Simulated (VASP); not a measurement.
VASP runs on TlCl (CsCl type) share one base input (PBE GGA, plane waves, VASP's PBE PAW potentials (set 64)) and change the settings named in each case.

**INCAR**
```
! general
SYSTEM =TlCl
PREC   =Accurate
ENCUT  =400
LREAL  =.FALSE.   ! projection in real space or not
LASPH  =.TRUE.   ! aspherical one-centre terms

! electronic loop
EDIFF  =1E-6   ! SCF stop (eV)
NELM   =100   ! most electronic steps
ALGO   =Normal   ! blocked Davidson
LMAXMIX=4

! smearing
ISMEAR =0   ! Gaussian
SIGMA  =0.05   ! width (eV)

! functional
GGA    =PE

! ions
ISIF   =2

! output
LWAVE  =.FALSE.
LCHARG =.FALSE.
```

POSCAR:
```
TlCl
1
    3.9168000000     0.0000000000     0.0000000000
    0.0000000000     3.9168000000     0.0000000000
    0.0000000000     0.0000000000     3.9168000000
Tl Cl
1 1
Direct
  0.0000000000   0.0000000000   0.0000000000
  0.5000000000   0.5000000000   0.5000000000
```

File KPOINTS:
```
Automatic mesh
0
Gamma
6 6 6
0 0 0
```

POTCAR, in this order: Tl_d Cl (PBE.64 set). Program: vasp_std.

```tsv
change	E(σ→0) (eV/atom)	irreducible k-points
base run	-3.0075	20
KPOINTS 3×3×3 Monkhorst-Pack mesh	-3.0046	4
KPOINTS 4×4×4 Monkhorst-Pack mesh	-3.0088	4
KPOINTS 6×6×6 Monkhorst-Pack mesh	?	10
KPOINTS 8×8×8 Monkhorst-Pack mesh	?	20
```

Q: Fill in the missing entries.

A: 
- KPOINTS 8×8×8 Monkhorst-Pack mesh, E(σ→0) (eV/atom): -3.0076
- KPOINTS 6×6×6 Monkhorst-Pack mesh, E(σ→0) (eV/atom): -3.0077

Unless said otherwise, spin-orbit coupling is left out, though it shifts the bands of the heavy elements here.

Left out are runs that ran out of time, are held back, or changed the cell or the kind of run, fixed moments of cells without a moment, rows past the twelfth, gaps on odd meshes, pressures of charged cells and columns that move by less than the noise.

The compound is TlCl in the CsCl type structure. The cell was not relaxed at this level.
